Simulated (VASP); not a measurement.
Crystal: TaN.

```
Ta N
1.0
     0.00000    2.20000    2.20000
     2.20000    0.00000    2.20000
     2.20000    2.20000    0.00000
Ta N
1 1
Direct
  0.00000 0.00000 0.00000
  0.50000 0.50000 0.50000
```

The cell was built by a generator and needn't be a form met in nature.

```yaml
Program: VASP 6.6.1
Task: relaxation of cell and atoms
Functional: PBEsol
Potentials_or_basis: VASP PAW PBE potentials, release 64 (Ta_pv, N)
Cutoff: 600 eV
k_mesh: 16 × 16 × 16
Occupations: methfessel-paxton, width 0.2 eV
Spin: no spin polarisation
```

At the start: pressure -4.9 GPa; volume 10.65 Å³/atom.

Question: Where does the relaxation end?

Answer: Over 3 steps the energy falls by 2.3 meV/atom and the volume is 10.50 Å³/atom (-1.4 %); space group Fm-3m (No. 225, to 0.05 Å).

Step by step:
```csv
step,energy change (eV),largest force (eV/Å),pressure (GPa),volume (Å³)
1,0.0000,0.0000,-4.90,21.30
2,0.0223,0.0000,12.90,20.31
3,-0.0046,0.0000,-0.02,21.00
```

Final structure:
```xyz
2
Lattice="0.0000 2.1898 2.1898 2.1898 0.0000 2.1898 2.1898 2.1898 0.0000" Properties=species:S:1:pos:R:3 pbc="T T T"
Ta    0.0000    0.0000    0.0000
N     2.1898    2.1898    2.1898
```

Caveat: the PAW data sets were made with another functional, which shifts forces and pressure a little.
